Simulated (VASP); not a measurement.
Level of theory: PBEsol GGA, VASP's PBE PAW potentials (set 64) (plane waves; VASP).

A VASP calculation is set up with these files.

KPOINTS:
```
Automatic mesh
0
Gamma
10 10 10
0 0 0
```

INCAR:
```
EDIFF=1E-7   # SCF stop (eV)
SIGMA=0.05   # width (eV)
PREC=Accurate
GGA=PS   # PBEsol
ISIF=2   # forces and stress, cell fixed
SYSTEM=Li2O
LWAVE=.False.
LCHARG=.False.
LASPH=.True.   # aspherical one-centre terms
ENCUT=520
ALGO=Normal   # blocked Davidson
ISMEAR=0
LREAL=.False.   # projection in real space or not
NELM=100   # most electronic steps
```

### POSCAR
```
Li2O
1
    0.0000000000     2.3372123937     2.3372123937
    2.3372123937     0.0000000000     2.3372123937
    2.3372123937     2.3372123937     0.0000000000
Li O
2 1
Direct
  0.2500000000   0.2500000000   0.2500000000
  0.7500000000   0.7500000000   0.7500000000
  0.0000000000   0.0000000000   0.0000000000
```

POTCAR, in this order: Li_sv O (PBE.64 set). Program: vasp_std.

Q: What will the output report for the number of irreducible k-points (NKPTS), largest plane-wave count, number of space-group operations, FFT grid (NGX, NGY, NGZ)?

A: 
number of irreducible k-points (NKPTS): 47
largest plane-wave count: 701
number of space-group operations: 48
FFT grid (NGX, NGY, NGZ): 28 × 28 × 28

The compound is Li2O in the antifluorite structure. This cell is one point of a volume scan, at 1.06 of the reference volume.
